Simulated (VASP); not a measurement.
Computed with LDA (Ceperley-Alder, Perdew-Zunger), VASP's LDA PAW potentials (set 64) (plane waves; VASP).

VASP ran on this input.

### KPOINTS
```
Automatic mesh
0
gamma
8 8 8
0 0 0
```

**INCAR**
```
SYSTEM = HfO2
PREC = Accurate
ENCUT = 620
EDIFF = 1E-6
NELM = 100
ALGO = Normal
LREAL = .FALSE.
LASPH = .TRUE.
ISMEAR = 0
SIGMA = 0.05
LMAXMIX = 6
LWAVE = .FALSE.
LCHARG = .FALSE.
IBRION = 2
ISIF = 3
NSW = 40
EDIFFG = -0.02
```

POSCAR:
```
HfO2
1
   -0.0000000000     2.4900318630     2.4900318630
    2.4900318630    -0.0000000000     2.4900318630
    2.4900318630     2.4900318630     0.0000000000
Hf O
1 2
Direct
  0.0000000000   0.0000000000   0.0000000000
  0.2500000000   0.2500000000   0.2500000000
  0.7500000000   0.7500000000   0.7500000000
```

POTCAR, in this order: Hf_pv O (LDA.64 set). Program: vasp_std.

Output of the run:

### OUTCAR
```
 ion  position               nearest neighbor table
   1  0.000  0.000  0.000-   3 2.16   3 2.16   3 2.16   2 2.16   2 2.16   2 2.16   3 2.16   2 2.16
  LATTYP: Found a face centered cubic cell.
 ALAT       =     4.9800637260
 Subroutine PRICEL returns:
 Original cell was already a primitive cell.
 Subroutine GETGRP returns: Found 48 space group operations
The static configuration has the point symmetry O_h .
The dynamic configuration has the point symmetry O_h .
 Subroutine INISYM returns: Found 48 space group operations
 Subroutine IBZKPT returns following result:
 Found     29 irreducible k-points:

 Following reciprocal coordinates:
            Coordinates               Weight
  0.000000  0.000000  0.000000      1.000000
  0.125000  0.000000  0.000000      8.000000
  0.250000  0.000000  0.000000      8.000000
  0.375000  0.000000  0.000000      8.000000
  0.500000  0.000000  0.000000      4.000000
  0.125000  0.125000  0.000000      6.000000
  0.250000  0.125000  0.000000     24.000000
  0.375000  0.125000  0.000000     24.000000
  0.500000  0.125000  0.000000     24.000000
 -0.375000  0.125000  0.000000     24.000000
 -0.250000  0.125000  0.000000     24.000000
 -0.125000  0.125000  0.000000     12.000000
  0.250000  0.250000  0.000000      6.000000
  0.375000  0.250000  0.000000     24.000000
  0.500000  0.250000  0.000000     24.000000
 -0.375000  0.250000  0.000000     24.000000
 -0.250000  0.250000  0.000000     12.000000
  0.375000  0.375000  0.000000      6.000000
  0.500000  0.375000  0.000000     24.000000
 -0.375000  0.375000  0.000000     12.000000
  0.500000  0.500000  0.000000      3.000000
  0.375000  0.250000  0.125000     24.000000
  0.500000  0.250000  0.125000     48.000000
 -0.375000  0.250000  0.125000     24.000000
  0.500000  0.375000  0.125000     24.000000
...
```

OSZICAR:
```
       N       E                     dE             d eps       ncg     rms          rms(c)
DAV:   1     0.107293729545E+03    0.10729E+03   -0.14423E+04   870   0.168E+03
DAV:   2    -0.348825859979E+02   -0.14218E+03   -0.13938E+03  1179   0.343E+02
DAV:   3    -0.386373104243E+02   -0.37547E+01   -0.37517E+01  1073   0.544E+01
DAV:   4    -0.386575351332E+02   -0.20225E-01   -0.20222E-01  1129   0.437E+00
DAV:   5    -0.386576885845E+02   -0.15345E-03   -0.15345E-03  1073   0.345E-01    0.559E+01
DAV:   6    -0.332899753073E+02    0.53677E+01   -0.28606E+01   961   0.387E+01    0.481E+01
DAV:   7    -0.331397827969E+02    0.15019E+00   -0.76331E-01  1052   0.839E+00    0.305E+01
DAV:   8    -0.330877455860E+02    0.52037E-01   -0.16922E-01  1080   0.432E+00    0.534E+00
DAV:   9    -0.330795317415E+02    0.82138E-02   -0.29094E-02  1059   0.159E+00    0.179E+00
DAV:  10    -0.330791739906E+02    0.35775E-03   -0.27764E-03  1136   0.419E-01    0.156E-01
DAV:  11    -0.330791639859E+02    0.10005E-04   -0.16706E-04   975   0.110E-01    0.111E-01
DAV:  12    -0.330791633940E+02    0.59192E-06   -0.56504E-06  1143   0.214E-02
   1 F= -.33079163E+02 E0= -.33079163E+02  d E =-.330792E+02
```

File OUTCAR:
```
------------------------ aborting loop because EDIFF is reached ----------------------------------------
  FORCE on cell =-STRESS in cart. coord.  units (eV):
  Direction    XX          YY          ZZ          XY          YZ          ZX
  --------------------------------------------------------------------------------------
  Total        0.0000624      0.0000624      0.0000624      0.0000000      0.0000000      0.0000000
  in kB        0.0032392      0.0032392      0.0032392      0.0000000      0.0000000      0.0000000
  external PRESSURE =       0.0032392 kB  Pullay stress =       0.0000000 kB
  volume of cell :       30.88
      direct lattice vectors                 reciprocal lattice vectors
     0.000000000  2.490031863  2.490031863    -0.200800643  0.200800643  0.200800643
     2.490031863  0.000000000  2.490031863     0.200800643 -0.200800643  0.200800643
     2.490031863  2.490031863  0.000000000     0.200800643  0.200800643 -0.200800643
 POSITION                                       TOTAL-FORCE (eV/Angst)
 -----------------------------------------------------------------------------------
      0.00000      0.00000      0.00000        -0.000000      0.000000      0.000000
      1.24502      1.24502      1.24502        -0.000000     -0.000000     -0.000000
      3.73505      3.73505      3.73505         0.000000      0.000000      0.000000
 -----------------------------------------------------------------------------------
    total drift:                                0.000000     -0.000000      0.000000
  FREE ENERGIE OF THE ION-ELECTRON SYSTEM (eV)
  ---------------------------------------------------
  free  energy   TOTEN  =       -33.0791633940 eV

  energy  without entropy=      -33.0791633940  energy(sigma->0) =      -33.07916339

 reached required accuracy - stopping structural energy minimisation
```
(Selected blocks of OUTCAR.)

OUTCAR:
```
 val. band max:        4.5313208729   @ k =   0.5000   0.5000   0.0000

 cond. band min:       8.2690596670   @ k =   0.5000   0.5000   0.0000


 Fermi energy:         4.7518051001

 k-point     1 :       0.0000    0.0000    0.0000
  band No.  band energies     occupation
      1     -24.7234      2.00000
      2     -24.7234      2.00000
      3     -24.7234      2.00000
      4     -14.2864      2.00000
      5     -10.8447      2.00000
      6      -1.2163      2.00000
      7      -1.2163      2.00000
      8      -1.2163      2.00000
      9       3.8928      2.00000
     10       3.8928      2.00000
     11       3.8928      2.00000
     12       8.3379      0.00000
     13       8.3379      0.00000
     14      10.6552      0.00000
     15      15.5895      0.00000

 k-point     2 :       0.1250    0.0000    0.0000
  band No.  band energies     occupation
      1     -24.8146      2.00000
      2     -24.7331      2.00000
      3     -24.7331      2.00000
      4     -14.0399      2.00000
      5     -11.0500      2.00000
      6      -1.0536      2.00000
      7      -1.0536      2.00000
      8      -0.7419      2.00000
      9       3.4308      2.00000
     10       3.5742      2.00000
     11       3.5742      2.00000
     12       8.6757      0.00000
     13       8.6758      0.00000
     14      11.2525      0.00000
     15      14.7891      0.00000

 k-point     3 :       0.2500    0.0000    0.0000
  band No.  band energies     occupation
      1     -25.0235      2.00000
      2     -24.7564      2.00000
      3     -24.7564      2.00000
      4     -13.4689      2.00000
      5     -11.4400      2.00000
      6      -0.6561      2.00000
      7      -0.6561      2.00000
      8       0.3387      2.00000
      9       2.5078      2.00000
     10       3.0182      2.00000
     11       3.0182      2.00000
     12       9.1701      0.00000
     13       9.1701      0.00000
     14      11.7879      0.00000
     15      14.2331      0.00000
...
```

Unless said otherwise, spin-orbit coupling is left out, though it shifts the bands of the heavy elements here.

The compound is HfO2 in the fluorite structure, the high-temperature cubic form, which is unstable at 0 K; the monoclinic form is the stable one. It was relaxed first, which changed the volume by -6 %.
